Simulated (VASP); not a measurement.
OSZICAR of a VASP run on As (a7):

**OSZICAR**
```
       N       E                     dE             d eps       ncg     rms          rms(c)
DAV:   1     0.904877436612E+01    0.90488E+01   -0.46734E+03  3402   0.959E+02
DAV:   2    -0.293156455206E+02   -0.38364E+02   -0.37176E+02  5289   0.131E+02
DAV:   3    -0.303525565946E+02   -0.10369E+01   -0.10325E+01  3893   0.254E+01
DAV:   4    -0.303570173912E+02   -0.44608E-02   -0.44604E-02  4551   0.168E+00
DAV:   5    -0.303570246788E+02   -0.72876E-05   -0.72866E-05  3850   0.554E-02    0.452E+00
DAV:   6    -0.287911148402E+02    0.15659E+01   -0.31703E-01  3450   0.500E+00    0.291E+00
DAV:   7    -0.291738039557E+02   -0.38269E+00   -0.26435E-01  3433   0.506E+00    0.571E-01
DAV:   8    -0.289115427228E+02    0.26226E+00   -0.26925E-01  3404   0.487E+00    0.195E-01
DAV:   9    -0.289104197150E+02    0.11230E-02   -0.13353E-03  4480   0.363E-01    0.183E-01
DAV:  10    -0.289135659465E+02   -0.31462E-02   -0.76395E-05  3733   0.926E-02    0.165E-01
DAV:  11    -0.289182593219E+02   -0.46934E-02   -0.83892E-04  3502   0.340E-01    0.240E-01
DAV:  12    -0.289223682019E+02   -0.41089E-02   -0.25890E-03  3890   0.466E-01    0.489E-01
DAV:  13    -0.289224383543E+02   -0.70152E-04   -0.62840E-05  3631   0.885E-02    0.347E-01
DAV:  14    -0.289224210704E+02    0.17284E-04   -0.93378E-05  3432   0.134E-01    0.156E-01
DAV:  15    -0.289225409304E+02   -0.11986E-03   -0.37497E-05  3426   0.932E-02    0.321E-02
DAV:  16    -0.289225399920E+02    0.93841E-06   -0.83310E-06  3663   0.384E-02
   1 F= -.24607430E+02 E0= -.24607505E+02  d E =-.246074E+02
```

Task: Which electronic solver shows in the log?

Result: It is blocked Davidson (ALGO = Normal, or the opening steps of other solvers). The INCAR had ALGO = Normal.

Task: Can the final energy be trusted as converged?

Result: Self-consistency was reached. It stopped with EDIFF = 1E-6, NELM = 100, NSW = 40 and EDIFFG = -0.02 after 1 ionic step (r2SCAN meta-GGA, plane waves, VASP's PBE PAW potentials (set 64)).

The compound is As in the a7 structure. It was relaxed first under an external pressure of 20 GPa.
